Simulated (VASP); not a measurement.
Crystal: Sb.

```
CELL_PARAMETERS angstrom
2.15420 1.24373 3.75800
-2.15420 1.24373 3.75800
0.00000 -2.48746 3.75800
ATOMIC_POSITIONS crystal
Sb 0.23349 0.23349 0.23349
Sb 0.76651 0.76651 0.76651
```

```yaml
Program: VASP 6.6.1
Task: relaxation of cell and atoms
Functional: PBE
Potentials_or_basis: VASP PAW PBE potentials, release 64 (Sb)
Cutoff: 600 eV
k_mesh: 12 × 12 × 10
Occupations: methfessel-paxton, width 0.1 eV
Spin: no spin polarisation
```

At the start: pressure 2.8 GPa; volume 30.21 Å³/atom.

Q: How do energy, volume and symmetry change on relaxing?

A: Over 7 steps the energy falls by 12.7 meV/atom and the volume is 31.77 Å³/atom (+5.2 %); space group R-3m (No. 166, to 0.05 Å).

Step by step:
```
step  energy change (eV)  largest force (eV/Å)  pressure (GPa)  volume (Å³)
   1              0.0000                0.2483            2.80        60.41
   2             -0.0135                0.2235           -1.57        65.15
   3             -0.0248                0.0455            0.04        63.16
   4             -0.0249                0.0337            0.03        63.23
   5             -0.0252                0.0018            0.00        63.45
   6             -0.0253                0.0001            0.01        63.49
   7             -0.0253                0.0023            0.02        63.54
```

Final structure:
```cif
data_structure
_symmetry_space_group_name_H-M 'P 1'
_symmetry_Int_Tables_number 1
_cell_length_a 4.5908
_cell_length_b 4.5908
_cell_length_c 4.5908
_cell_angle_alpha 56.909
_cell_angle_beta 56.909
_cell_angle_gamma 56.909
_cell_volume 63.54
loop_
_atom_site_label
_atom_site_type_symbol
_atom_site_fract_x
_atom_site_fract_y
_atom_site_fract_z
_atom_site_occupancy
Sb1 Sb 0.23330 0.23330 0.23330 1
Sb2 Sb 0.76670 0.76670 0.76670 1
```
